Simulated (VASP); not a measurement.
```
CELL_PARAMETERS angstrom
      0.00000     2.88375     2.88375
      2.88375     0.00000     2.88375
     11.73753    11.73753    -0.20251
ATOMIC_POSITIONS crystal
  Mg 0.00722 0.00722 0.99458
  Te 0.21544 0.21544 0.08842
  Te 0.23795 0.23795 0.32154
  Te 0.25838 0.25838 0.55622
  Te 0.27910 0.27910 0.79067
  Be 0.97939 0.97939 0.26546
  Be 0.00090 0.00090 0.49933
  Be 0.02163 0.02163 0.73378
```

All values below come from PBEsol GGA, VASP's PBE PAW potentials (set 64) (plane waves; VASP). Run with 400 eV cut-off, 7×7×2 Γ-centred mesh, tetrahedra with Blöchl corrections, potentials Mg Te Be.

The cores are frozen, which limits the accuracy of field gradients.

Question: Give the principal components of the electric field gradient (V/Å²) and the asymmetry η at each nucleus.

Answer: 
```json
[
 {"atom": "Mg1", "Vxx": "1.0", "Vyy": "1.0", "Vzz": "-2.1", "η": "0.00"},
 {"atom": "Te2", "Vxx": "-106.4", "Vyy": "-106.4", "Vzz": "212.7", "η": "0.00"},
 {"atom": "Te3", "Vxx": "13.5", "Vyy": "13.5", "Vzz": "-26.9", "η": "0.00"},
 {"atom": "Te4", "Vxx": "14.8", "Vyy": "14.8", "Vzz": "-29.5", "η": "0.00"},
 {"atom": "Te5", "Vxx": "30.3", "Vyy": "30.3", "Vzz": "-60.7", "η": "0.00"},
 {"atom": "Be6", "Vxx": "-0.2", "Vyy": "-0.2", "Vzz": "0.4", "η": "-"},
 {"atom": "Be7", "Vxx": "0.4", "Vyy": "0.4", "Vzz": "-0.8", "η": "0.00"},
 {"atom": "Be8", "Vxx": "0.5", "Vyy": "0.5", "Vzz": "-0.9", "η": "0.00"}
]
```

The structure was generated: Be3MgTe4 was put into an ordered model structure (R3m), which need not be its known phase. It was relaxed first.
